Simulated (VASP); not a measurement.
All values below come from r2SCAN meta-GGA, VASP's PBE PAW potentials (set 64) (plane waves; VASP).

Input for VASP

INCAR:
```
! general
SYSTEM  = Ga2O3
PREC    = Accurate
ENCUT   = 520
LREAL   = .False.
LASPH   = .True.
NBANDS  = 156

! electronic loop
EDIFF   = 1E-7
NELM    = 100
ALGO    = Normal
LMAXMIX = 4
LMIXTAU = .True.

! smearing
ISMEAR  = 0
SIGMA   = 0.01

! functional
METAGGA = R2SCAN

! output
LWAVE   = .False.
LCHARG  = .False.
NEDOS   = 1001

! other
LOPTICS = .True.
LPEAD   = .True.
CSHIFT  = 0.1
```

**KPOINTS**
```
kpoints
0
G
7 7 7
0 0 0
```

**POSCAR**
```
Ga2O3
1
    4.7151522246    -2.4987612784    -0.0010358356
    4.7151522246     2.4987612784    -0.0010358356
    3.3918574260     0.0000000000     4.1196814211
Ga O
4 6
Direct
  0.8554003372   0.8554003372   0.8554003372
  0.3554003372   0.3554003372   0.3554003372
  0.1445996628   0.1445996628   0.1445996628
  0.6445996628   0.6445996628   0.6445996628
  0.4467570336   0.0532429664   0.7500000000
  0.0532429664   0.7500000000   0.4467570336
  0.5532429664   0.9467570336   0.2500000000
  0.2500000000   0.5532429664   0.9467570336
  0.9467570336   0.2500000000   0.5532429664
  0.7500000000   0.4467570336   0.0532429664
```

POTCAR, in this order: Ga_d O (PBE.64 set). Program: vasp_std.

What VASP printed:

### OUTCAR
```
 ion  position               nearest neighbor table
   1  0.855  0.855  0.855-   9 1.93   7 1.93   8 1.93  10 2.08   6 2.08   5 2.08   4 2.84
   2  0.355  0.355  0.355-  10 1.93   5 1.93   6 1.93   9 2.08   8 2.08   7 2.08   3 2.84
   3  0.145  0.145  0.145-   6 1.93   5 1.93  10 1.93   8 2.08   9 2.08   7 2.08   2 2.84
   4  0.645  0.645  0.645-   8 1.93   7 1.93   9 1.93   6 2.08  10 2.08   5 2.08   1 2.84
   5  0.447  0.053  0.750-   2 1.93   3 1.93   1 2.08   4 2.08
   6  0.053  0.750  0.447-   3 1.93   2 1.93   4 2.08   1 2.08
   7  0.553  0.947  0.250-   1 1.93   4 1.93   3 2.08   2 2.08
   8  0.250  0.553  0.947-   4 1.93   1 1.93   3 2.08   2 2.08
   9  0.947  0.250  0.553-   1 1.93   4 1.93   2 2.08   3 2.08
  10  0.750  0.447  0.053-   2 1.93   3 1.93   1 2.08   4 2.08
  LATTYP: Found a trigonal (rhomboedric) cell.
 ALAT       =     5.3363348377
 COS(alpha) =     0.5614759810
 Subroutine PRICEL returns:
 Original cell was already a primitive cell.
 Subroutine GETGRP returns: Found 12 space group operations
The static configuration has the point symmetry S_6 .
 The point group associated with its full space group is D_3d.
The dynamic configuration has the point symmetry S_6 .
 Subroutine INISYM returns: Found 12 space group operations
 Subroutine IBZKPT returns following result:
 Found     44 irreducible k-points:

 Following reciprocal coordinates:
            Coordinates               Weight
  0.000000  0.000000  0.000000      1.000000
  0.142857 -0.000000  0.000000      6.000000
  0.285714 -0.000000  0.000000      6.000000
  0.428571 -0.000000  0.000000      6.000000
  0.142857  0.142857  0.000000      6.000000
  0.285714  0.142857  0.000000     12.000000
  0.428571  0.142857  0.000000     12.000000
 -0.428571  0.142857 -0.000000     12.000000
 -0.285714  0.142857 -0.000000     12.000000
 -0.142857  0.142857  0.000000      6.000000
  0.285714  0.285714  0.000000      6.000000
  0.428571  0.285714  0.000000     12.000000
 -0.428571  0.285714 -0.000000     12.000000
 -0.285714  0.285714  0.000000      6.000000
  0.428571  0.428571  0.000000      6.000000
 -0.428571  0.428571  0.000000      6.000000
  0.142857  0.142857  0.142857      2.000000
  0.285714  0.142857  0.142857      6.000000
  0.428571  0.142857  0.142857      6.000000
 -0.428571  0.142857  0.142857      6.000000
 -0.285714  0.142857  0.142857      6.000000
 -0.142857  0.142857  0.142857      6.000000
  0.285714  0.285714  0.142857      6.000000
  0.428571  0.285714  0.142857     12.000000
 -0.428571  0.285714  0.142857     12.000000
 -0.285714  0.285714  0.142857     12.000000
 -0.142857  0.285714  0.142857     12.000000
  0.428571  0.428571  0.142857      6.000000
 -0.428571  0.428571  0.142857     12.000000
 -0.285714  0.428571  0.142857     12.000000
 -0.142857  0.428571  0.142857     12.000000
 -0.428571 -0.428571  0.142857      6.000000
 -0.285714 -0.428571  0.142857     12.000000
 -0.285714 -0.285714  0.142857      6.000000
  0.285714  0.285714  0.285714      2.000000
  0.428571  0.285714  0.285714      6.000000
 -0.428571  0.285714  0.285714      6.000000
 -0.285714  0.285714  0.285714      6.000000
  0.428571  0.428571  0.285714      6.000000
 -0.428571  0.428571  0.285714     12.000000
 Subroutine IBZKPT_HF returns following result:
   k-points           NKPTS =     44   k-points in BZ     NKDIM =     44   number of bands    NBANDS=    156
   number of dos      NEDOS =   1001   number of ions     NIONS =     10
   total plane-waves  NPLWV =  64000
   dimension x,y,z NGX =    40 NGY =   40 NGZ =   40
   dimension x,y,z NGXF=    80 NGYF=   80 NGZF=   80
   ions per type =               4   6
   PREC   = accura    normal or accurate (medium, high low for compatibility)
   ISTART =      0    job   : 0-new  1-cont  2-samecut
...
```

### OSZICAR
```
       N       E                     dE             d eps       ncg     rms          rms(c)
DAV:   1     0.889439340143E+03    0.88944E+03   -0.24072E+04 21120   0.109E+03
DAV:   2     0.265275335938E+02   -0.86291E+03   -0.69764E+03 13736   0.301E+02
DAV:   3    -0.122668941381E+03   -0.14920E+03   -0.14409E+03 15896   0.100E+02
DAV:   4    -0.128267238286E+03   -0.55983E+01   -0.55701E+01 16088   0.191E+01
DAV:   5    -0.128332811655E+03   -0.65573E-01   -0.65558E-01 16096   0.204E+00    0.158E+01
DAV:   6    -0.105727539685E+03    0.22605E+02   -0.75243E-01 16824   0.208E+01    0.437E+00
DAV:   7    -0.101092222019E+03    0.46353E+01   -0.21305E+00 15128   0.371E+00    0.307E+00
DAV:   8    -0.111732393648E+03   -0.10640E+02   -0.84337E-01 15288   0.477E+00    0.271E+00
DAV:   9    -0.101685743531E+03    0.10047E+02   -0.42991E-01 15124   0.355E+00    0.287E-01
DAV:  10    -0.102314300022E+03   -0.62856E+00   -0.28912E-01 14024   0.152E+00    0.180E-01
DAV:  11    -0.102320296135E+03   -0.59961E-02   -0.40731E-03 18088   0.159E-01    0.162E-01
DAV:  12    -0.102317608966E+03    0.26872E-02   -0.76917E-04 17244   0.257E-01    0.224E-01
DAV:  13    -0.102331801473E+03   -0.14193E-01   -0.76683E-03 14224   0.281E-01    0.411E-02
DAV:  14    -0.102334252383E+03   -0.24509E-02   -0.76178E-04 14756   0.779E-02    0.307E-02
DAV:  15    -0.102333943310E+03    0.30907E-03   -0.14175E-04 15528   0.354E-02    0.288E-02
DAV:  16    -0.102334280317E+03   -0.33701E-03   -0.69498E-05 14616   0.354E-02    0.101E-02
DAV:  17    -0.102334270445E+03    0.98723E-05   -0.61662E-06 16536   0.889E-03    0.778E-03
DAV:  18    -0.102334283771E+03   -0.13326E-04   -0.46947E-06 15524   0.925E-03    0.659E-03
DAV:  19    -0.102334284844E+03   -0.10736E-05   -0.11104E-06 17624   0.101E-02    0.266E-03
DAV:  20    -0.102334283808E+03    0.10365E-05   -0.11286E-06 14700   0.283E-03    0.106E-03
DAV:  21    -0.102334283942E+03   -0.13408E-06   -0.91997E-08 13616   0.897E-04    0.848E-04
DAV:  22    -0.102334283344E+03    0.59774E-06   -0.28299E-08 13616   0.190E-03    0.104E-04
DAV:  23    -0.102334283261E+03    0.82822E-07   -0.34176E-08 11248   0.520E-04
   1 F= -.10233428E+03 E0= -.10233428E+03  d E =-.307321E-21
 imaginary and real dielectric function
```

File OUTCAR:
```
------------------------ aborting loop because EDIFF is reached ----------------------------------------
  FORCE on cell =-STRESS in cart. coord.  units (eV):
  Direction    XX          YY          ZZ          XY          YZ          ZX
  --------------------------------------------------------------------------------------
  Total        0.0419803      0.1649472      0.1522661     -0.0000000      0.0000000     -0.0394886
  in kB        0.6927285      2.7218419      2.5125873     -0.0000000      0.0000000     -0.6516133
  external PRESSURE =       1.9757192 kB  Pullay stress =       0.0000000 kB
  volume of cell :       97.09
      direct lattice vectors                 reciprocal lattice vectors
     4.715152225 -2.498761278 -0.001035836     0.106021939 -0.200099147 -0.087291046
     4.715152225  2.498761278 -0.001035836     0.106021939  0.200099147 -0.087291046
     3.391857426  0.000000000  4.119681421     0.000053315  0.000000000  0.242693320
 POSITION                                       TOTAL-FORCE (eV/Angst)
 -----------------------------------------------------------------------------------
     10.96808      0.00000      3.52220        -0.014171      0.000000     -0.004551
      4.55700      0.00000      1.46340        -0.014171      0.000000     -0.004551
      1.85408      0.00000      0.59540         0.014171      0.000000      0.004551
      8.26516      0.00000      2.65421         0.014171      0.000000      0.004551
      4.90147     -0.98330      3.08924        -0.000000     -0.002955      0.000000
      5.30275      1.74103      1.83966        -0.000782      0.001477      0.002436
      7.92069      0.98330      1.02837        -0.000000      0.002955      0.000000
      6.99868      0.75773      3.89951        -0.000782     -0.001477      0.002436
      7.51941     -1.74103      2.27795         0.000782     -0.001477     -0.002436
      5.82348     -0.75773      0.21810         0.000782      0.001477     -0.002436
 -----------------------------------------------------------------------------------
    total drift:                                0.000000     -0.000000     -0.000000
  FREE ENERGIE OF THE ION-ELECTRON SYSTEM (eV)
  ---------------------------------------------------
  free  energy   TOTEN  =      -102.3342832615 eV

  energy  without entropy=     -102.3342832615  energy(sigma->0) =     -102.33428326

 plasma frequency squared (from intraband transitions) (eV^2)
  --------------------------------------------------------------------------------------
       0.000       0.000       0.000
       0.000       0.000       0.000
       0.000       0.000       0.000

 plasma frequency squared (from interband transitions, int dw w eps(2)(w)) (eV^2)
  --------------------------------------------------------------------------------------
     696.977       0.000       0.000       0.000      -0.654      -0.000
       0.000      -0.000     699.015       0.000      -0.000      -0.000
      -0.654       0.000      -0.000       0.000     698.805       0.000
```
(Selected blocks of OUTCAR.)

**OUTCAR**
```
 val. band max:        4.0454555055   @ k =  -0.1429   0.1429   0.0000

 cond. band min:       7.5164896323   @ k =   0.0000   0.0000   0.0000


 Fermi energy:         4.1089461681

 k-point     1 :       0.0000    0.0000    0.0000
  band No.  band energies     occupation
      1     -15.8177      2.00000
      2     -13.8603      2.00000
      3     -13.8500      2.00000
      4     -13.8500      2.00000
      5     -13.8257      2.00000
      6     -13.8257      2.00000
      7      -8.8593      2.00000
      8      -8.8593      2.00000
      9      -8.7742      2.00000
     10      -8.7742      2.00000
     11      -8.6581      2.00000
     12      -8.6306      2.00000
     13      -8.5824      2.00000
     14      -8.5824      2.00000
     15      -8.5518      2.00000
     16      -8.5518      2.00000
     17      -8.4961      2.00000
     18      -8.4961      2.00000
     19      -8.4409      2.00000
     20      -8.4180      2.00000
     21      -8.4144      2.00000
     22      -8.4144      2.00000
     23      -8.2322      2.00000
     24      -8.2322      2.00000
     25      -7.6677      2.00000
     26      -7.6677      2.00000
     27      -3.1128      2.00000
     28      -2.4222      2.00000
     29      -1.2151      2.00000
     30      -1.2151      2.00000
     31      -0.2071      2.00000
     32       0.1846      2.00000
     33       0.4376      2.00000
     34       0.4376      2.00000
     35       0.7444      2.00000
     36       3.0568      2.00000
     37       3.0568      2.00000
     38       3.5000      2.00000
     39       3.5000      2.00000
     40       3.7253      2.00000
     41       3.7429      2.00000
     42       3.7429      2.00000
     43       3.7949      2.00000
     44       3.7949      2.00000
     45       7.5165      0.00000
     46      11.4849      0.00000
     47      11.6390      0.00000
     48      13.7406      0.00000
     49      15.1117      0.00000
     50      15.1117      0.00000
     51      15.2759      0.00000
...
```

The compound is Ga2O3 in the corundum structure, the metastable α form; monoclinic β is stable. It was relaxed first.
